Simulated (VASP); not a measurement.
# LiH: the band gap, functional by functional, part 2 of 2

How does the band gap of LiH depend on the functional? The starting structure is a measured crystal structure from the Crystallography Open Database. Cell and atoms stay as given. Meshes and data sets differ where the inputs say so.

VASP 6.6.1.

Results so far: LDA 2.649 eV; PBE 3.012 eV; r2SCAN 3.606 eV; TB-mBJ 5.043 eV.

The database entry behind the starting cell differs from later determinations by our own check (the deuteride, about 0.2 % short), so it need not match the best structure at ambient conditions.

### Step 6. Bands with HSE06

Level of this step: HSE06; plane waves and PAW (Li_sv, H) (VASP).

HSE06 mixes in a quarter of exact exchange at short range, at far higher cost; in semiconductors this cures much of the gap error, while metals seldom gain. This run uses a 6×6×6 mesh. Its starting orbitals come from a semilocal run on the same mesh, not shown.

Input file INCAR:

```
SYSTEM = LiH
PREC = Accurate
ENCUT = 580
EDIFF = 1E-06
NELM = 100
ISMEAR = 0
SIGMA = 0.03
LREAL = .FALSE.
ALGO = Normal
LHFCALC = .TRUE.
AEXX = 0.25
GGA = PE
HFSCREEN = 0.2
LASPH = .TRUE.
NBANDS = 8
PRECFOCK = Fast
LORBIT = 11
LWAVE = .FALSE.
LCHARG = .FALSE.
KPAR = 4
```

Input file POSCAR:

```
LiH
1.0
    0.0000000000      2.0367500000      2.0367500000
    2.0367500000      0.0000000000      2.0367500000
    2.0367500000      2.0367500000      0.0000000000
Li H
1 1
Direct
    0.0000000000      0.0000000000      0.0000000000
    0.5000000000      0.5000000000      0.5000000000
```

Input file KPOINTS:

```
Automatic mesh
0
Gamma
6 6 6
0 0 0
```

Input file KPOINTS_OPT:

```
Line mode
10
Line-mode
Reciprocal
  0.00000000   0.00000000   0.00000000 GAMMA
  0.50000000   0.00000000   0.50000000 X

  0.50000000   0.00000000   0.50000000 X
  0.50000000   0.25000000   0.75000000 W

  0.50000000   0.25000000   0.75000000 W
  0.37500000   0.37500000   0.75000000 K

  0.37500000   0.37500000   0.75000000 K
  0.00000000   0.00000000   0.00000000 GAMMA

  0.00000000   0.00000000   0.00000000 GAMMA
  0.50000000   0.50000000   0.50000000 L

  0.50000000   0.50000000   0.50000000 L
  0.62500000   0.25000000   0.62500000 U

  0.62500000   0.25000000   0.62500000 U
  0.50000000   0.25000000   0.75000000 W

  0.50000000   0.25000000   0.75000000 W
  0.50000000   0.50000000   0.50000000 L

  0.50000000   0.50000000   0.50000000 L
  0.37500000   0.37500000   0.75000000 K

  0.62500000   0.25000000   0.62500000 U
  0.50000000   0.00000000   0.50000000 X
```

PAW data sets: Li_sv and H (PBE family, release 64).

The run is started by

```
$ mpirun -np 4 vasp_std
```

Numbers of over 12 decimals in the logs are rounded to 6 here.

Output:

```text
[banner, memory and clock lines left out]
running    4 mpi-ranks, on    1 nodes
[...]
LDA part: xc-table for (Slater+PW92), standard interpolation
 found WAVECAR, reading the header
 POSCAR, INCAR and KPOINTS ok, starting setup
[...]
reading WAVECAR
 the WAVECAR file was read successfully
 initial charge from wavefunction
 entering main loop
       N       E                     dE             d eps       ncg     rms          rms(c)
DAV:   1    -0.679245267483E+01   -0.67925E+01   -0.59838E-01   256   0.386E+00    0.463E-01
DAV:   2    -0.679471621311E+01   -0.22635E-02   -0.10063E-02   336   0.986E-01    0.324E-01
DAV:   3    -0.679165132806E+01    0.30649E-02   -0.13970E-03   272   0.209E-01    0.176E-01
DAV:   4    -0.679082277709E+01    0.82855E-03   -0.10558E-03   312   0.163E-01    0.862E-02
DAV:   5    -0.679065147240E+01    0.17130E-03   -0.34578E-04   360   0.981E-02    0.418E-02
DAV:   6    -0.679061827416E+01    0.33198E-04   -0.79328E-05   320   0.463E-02    0.214E-02
DAV:   7    -0.679061226946E+01    0.60047E-05   -0.19815E-05   344   0.256E-02    0.115E-02
DAV:   8    -0.679061157700E+01    0.69247E-06   -0.38452E-06   280   0.119E-02
   1 F= -.67906116E+01 E0= -.67906116E+01  d E =-.241921E-30
 Start KPOINTS_OPT (optional k-point list driver)
k-point batch [1-16\100]
       N       E                     dE             ncg
DAV:   1    -0.156936036857E+04   -0.40581E+04      264
DAV:   2    -0.163745654741E+04   -0.68096E+02      376
DAV:   3    -0.163860534321E+04   -0.11488E+01      344
DAV:   4    -0.163861023698E+04   -0.48938E-02      472
DAV:   5    -0.163861024527E+04   -0.82909E-05      440
DAV:   6    -0.163861024527E+04   -0.26055E-08      448
[...]
k-point batch [97-100\100]
       N       E                     dE             ncg
DAV:   1     0.214992622082E+04   -0.12621E+04       64
DAV:   2     0.213163569812E+04   -0.18291E+02       72
DAV:   3     0.213127641931E+04   -0.35928E+00      128
DAV:   4     0.213127540127E+04   -0.10180E-02      128
DAV:   5     0.213127540113E+04   -0.14051E-06      120
```

It took 88 s on 4 MPI ranks of Intel Xeon Platinum 8259CL at 2.50GHz (Skylake/Cascade Lake), shared host; peak memory 1 GiB.

Parts of OUTCAR (step 6):

```text
 POSITION                                       TOTAL-FORCE (eV/Angst)
 -----------------------------------------------------------------------------------
      0.00000      0.00000      0.00000         0.000000      0.000000      0.000000
      2.03675      2.03675      2.03675        -0.000000     -0.000000     -0.000000
 -----------------------------------------------------------------------------------
    total drift:                                0.000000      0.000000      0.000000

  FREE ENERGIE OF THE ION-ELECTRON SYSTEM (eV)
  ---------------------------------------------------
  free  energy   TOTEN  =        -6.7906115770 eV

  energy  without entropy=       -6.7906115770  energy(sigma->0) =       -6.79061158

[... 1 part as in an earlier step ...]

[... 2 further parts left out ...]
[key lines of the parts left out:]
E-fermi :  -0.5915
```

HSE06 gives a direct gap of 4.016 eV. The least gap is +1.367 eV from that of LDA, on another mesh, which alone can move a gap by some hundredths of an eV.

### Step 7. Bands with PBE0

PBE0 keeps a quarter of exact exchange at all ranges; it tends to overshoot small gaps. This run uses a 6×6×6 mesh. It starts from the orbitals of an earlier run, not shown.

INCAR, as its differences from that of step 6:

```diff
@@ -12,3 +12,2 @@
 GGA = PE
-HFSCREEN = 0.2
 LASPH = .TRUE.
@@ -16,2 +15,3 @@
 PRECFOCK = Fast
+HFRCUT = -1
 LORBIT = 11
```

POSCAR is that of step 6.

KPOINTS is that of step 6.

KPOINTS_OPT is that of step 6.

The run is started by

```
$ mpirun -np 4 vasp_std
```

Output:

```text
[banner, memory and clock lines left out]
running    4 mpi-ranks, on    1 nodes
[...]
LDA part: xc-table for (Slater+PW92), standard interpolation
 found WAVECAR, reading the header
 POSCAR, INCAR and KPOINTS ok, starting setup
[...]
HFRCUT set to (new)   9.551453
 reading WAVECAR
 the WAVECAR file was read successfully
 initial charge from wavefunction
 entering main loop
       N       E                     dE             d eps       ncg     rms          rms(c)
DAV:   1    -0.712743854031E+01   -0.71274E+01   -0.59533E-01   256   0.389E+00    0.451E-01
DAV:   2    -0.713166997000E+01   -0.42314E-02   -0.13799E-02   336   0.108E+00    0.329E-01
DAV:   3    -0.712849793022E+01    0.31720E-02   -0.10975E-03   288   0.208E-01    0.183E-01
DAV:   4    -0.712755799991E+01    0.93993E-03   -0.10759E-03   312   0.161E-01    0.908E-02
DAV:   5    -0.712736343261E+01    0.19457E-03   -0.41588E-04   368   0.104E-01    0.433E-02
DAV:   6    -0.712732821789E+01    0.35215E-04   -0.10386E-04   328   0.503E-02    0.216E-02
DAV:   7    -0.712732243717E+01    0.57807E-05   -0.24509E-05   376   0.269E-02    0.116E-02
DAV:   8    -0.712732173606E+01    0.70111E-06   -0.47384E-06   288   0.123E-02
   1 F= -.71273217E+01 E0= -.71273217E+01  d E =-.241382E-62
 Start KPOINTS_OPT (optional k-point list driver)
k-point batch [1-16\100]
       N       E                     dE             ncg
DAV:   1    -0.159268349376E+04   -0.40814E+04      264
DAV:   2    -0.166288631996E+04   -0.70203E+02      376
DAV:   3    -0.166402491799E+04   -0.11386E+01      352
DAV:   4    -0.166402966009E+04   -0.47421E-02      472
DAV:   5    -0.166402966816E+04   -0.80706E-05      440
DAV:   6    -0.166402966816E+04   -0.26657E-08      448
[...]
k-point batch [97-100\100]
       N       E                     dE             ncg
DAV:   1     0.214394148033E+04   -0.12681E+04       64
DAV:   2     0.212551482179E+04   -0.18427E+02       72
DAV:   3     0.212515548676E+04   -0.35934E+00      128
DAV:   4     0.212515446733E+04   -0.10194E-02      128
DAV:   5     0.212515446719E+04   -0.13982E-06      120
```

Wall time 70 s (4 MPI ranks); peak memory 0.69 GiB; 4.6 min of CPU time.

Parts of OUTCAR (step 7):

```text
 POSITION                                       TOTAL-FORCE (eV/Angst)
 -----------------------------------------------------------------------------------
      0.00000      0.00000      0.00000         0.000000      0.000000      0.000000
      2.03675      2.03675      2.03675        -0.000000     -0.000000     -0.000000
 -----------------------------------------------------------------------------------
    total drift:                               -0.000000     -0.000000     -0.000000

  FREE ENERGIE OF THE ION-ELECTRON SYSTEM (eV)
  ---------------------------------------------------
  free  energy   TOTEN  =        -7.1273217361 eV

  energy  without entropy=       -7.1273217361  energy(sigma->0) =       -7.12732174

[... 2 parts as in an earlier step ...]

[... 1 further part left out ...]
[key lines of the parts left out:]
E-fermi :  -0.8346
```

PBE0 gives a direct gap of 4.691 eV. The least gap is +2.042 eV from that of LDA, on another mesh, which alone can move a gap by some hundredths of an eV.

### Step 8. Bands with r2SCAN-EpsX

Here the share of exact exchange is set to the inverse of the computed dielectric constant, since screening weakens exchange. This run uses a 6×6×6 mesh. It starts from the orbitals of an earlier run, not shown.

INCAR, as its differences from that of step 7:

```diff
@@ -10,4 +10,4 @@
 LHFCALC = .TRUE.
-AEXX = 0.25
-GGA = PE
+AEXX = 0.212
+METAGGA = R2SCAN
 LASPH = .TRUE.
```

POSCAR is that of step 7.

KPOINTS is that of step 7.

KPOINTS_OPT is that of step 7.

The run is started by

```
$ mpirun -np 4 vasp_std
```

Output:

```text
[banner, memory and clock lines left out]
running    4 mpi-ranks, on    1 nodes
[...]
[... a notice as in an earlier step ...]

 LDA part: xc-table for (None), standard interpolation
 found WAVECAR, reading the header
 POSCAR, INCAR and KPOINTS ok, starting setup
[...]
HFRCUT set to (new)   9.551453
 reading WAVECAR
 the WAVECAR file was read successfully
 initial charge from wavefunction
 entering main loop
       N       E                     dE             d eps       ncg     rms          rms(c)
DAV:   1    -0.746267477298E+01   -0.74627E+01   -0.11398E+00   256   0.723E+00    0.543E-01
DAV:   2    -0.747444754264E+01   -0.11773E-01   -0.22462E-02   336   0.140E+00    0.403E-01
DAV:   3    -0.747544220476E+01   -0.99466E-03   -0.33934E-03   256   0.498E-01    0.228E-01
DAV:   4    -0.747716061249E+01   -0.17184E-02   -0.26884E-03   256   0.407E-01    0.119E-01
[...]
DAV:  12    -0.747890493229E+01   -0.39110E-05   -0.12457E-06   256   0.106E-02    0.240E-03
DAV:  13    -0.747890666673E+01   -0.17344E-05   -0.54256E-07   256   0.705E-03    0.161E-03
DAV:  14    -0.747890743550E+01   -0.76877E-06   -0.23608E-07   256   0.467E-03
   1 F= -.74789074E+01 E0= -.74789074E+01  d E =-.338562E-15
 Start KPOINTS_OPT (optional k-point list driver)
k-point batch [1-16\100]
       N       E                     dE             ncg
DAV:   1    -0.160990360478E+04   -0.40986E+04      264
DAV:   2    -0.168374469590E+04   -0.73841E+02      360
DAV:   3    -0.168491524683E+04   -0.11706E+01      384
DAV:   4    -0.168492060255E+04   -0.53557E-02      456
DAV:   5    -0.168492061160E+04   -0.90486E-05      424
DAV:   6    -0.168492061160E+04   -0.32053E-08      432
[...]
k-point batch [97-100\100]
       N       E                     dE             ncg
DAV:   1     0.213898950486E+04   -0.12731E+04       64
DAV:   2     0.211984056816E+04   -0.19149E+02       72
DAV:   3     0.211946172481E+04   -0.37884E+00      120
DAV:   4     0.211946081660E+04   -0.90821E-03      128
DAV:   5     0.211946081650E+04   -0.10619E-06      128
```

It took 72 s on 4 MPI ranks; peak memory 0.7 GiB; 4.7 min of CPU time.

OUTCAR, selected parts (step 8):

```text
 POSITION                                       TOTAL-FORCE (eV/Angst)
 -----------------------------------------------------------------------------------
      0.00000      0.00000      0.00000         0.000000     -0.000000     -0.000000
      2.03675      2.03675      2.03675        -0.000000      0.000000      0.000000
 -----------------------------------------------------------------------------------
    total drift:                               -0.000000     -0.000000     -0.000000

  FREE ENERGIE OF THE ION-ELECTRON SYSTEM (eV)
  ---------------------------------------------------
  free  energy   TOTEN  =        -7.4789074355 eV

  energy  without entropy=       -7.4789074355  energy(sigma->0) =       -7.47890744

[... 2 parts as in an earlier step ...]

[... 1 further part left out ...]
[key lines of the parts left out:]
E-fermi :  -1.0552
```

r2SCAN-EpsX gives a direct gap of 4.895 eV. The least gap is +2.247 eV from that of LDA, on another mesh, which alone can move a gap by some hundredths of an eV.

### Step 9. All runs side by side

| level | gap (eV) | least direct gap (eV) | mesh | core minutes |
| --- | --- | --- | --- | --- |
| LDA | 2.649 | 2.649 | 10×10×10 | 0.413 |
| PBE | 3.012 | 3.012 | 10×10×10 | 0.44 |
| r2SCAN | 3.606 | 3.606 | 10×10×10 | 1.47 |
| TB-mBJ | 5.043 | 5.043 | 10×10×10 | 1.67 |
| HSE06 | 4.016 | 4.016 | 6×6×6 | 5.87 |
| PBE0 | 4.691 | 4.691 | 6×6×6 | 4.67 |
| r2SCAN-EpsX | 4.895 | 4.895 | 6×6×6 | 4.8 |

Core minutes are wall time times ranks of the run shown, on a shared host.

### Step 10. What came out

```
gap, LDA         : 2.649 eV
gap, PBE         : 3.012 eV
gap, r2SCAN      : 3.606 eV
gap, TB-mBJ      : 5.043 eV
gap, HSE06       : 4.016 eV
gap, PBE0        : 4.691 eV
gap, r2SCAN-EpsX : 4.895 eV
```

What this shows: Without spin-orbit coupling the gap of LiH runs from 2.649 eV (LDA) to 5.043 eV (TB-mBJ). HSE06 gives +1.00 eV from PBE, on another mesh, which alone can move a gap by some hundredths of an eV. TB-mBJ lies +1.03 eV from HSE06, on another mesh, which alone can move a gap by some hundredths of an eV. LASPH is on in some of these runs and off in others, which adds a little to the differences. These are gaps between Kohn-Sham or generalised Kohn-Sham levels of a static lattice, without excitons or temperature. Further runs on this material are not shown.

[Lines on the potential files, build, host, timing and source positions are cut from VASP's logs without a mark.]

[Logs are printed without paths, hosts, clocks, repeated set-up lines and the standing remarks that a program may print on its own settings, such as how far it seeks lower states.]

[Hosts, paths, dates, database ids (printed as entryN), source tags and the programs' standing remarks are cut or masked in the printed files.]
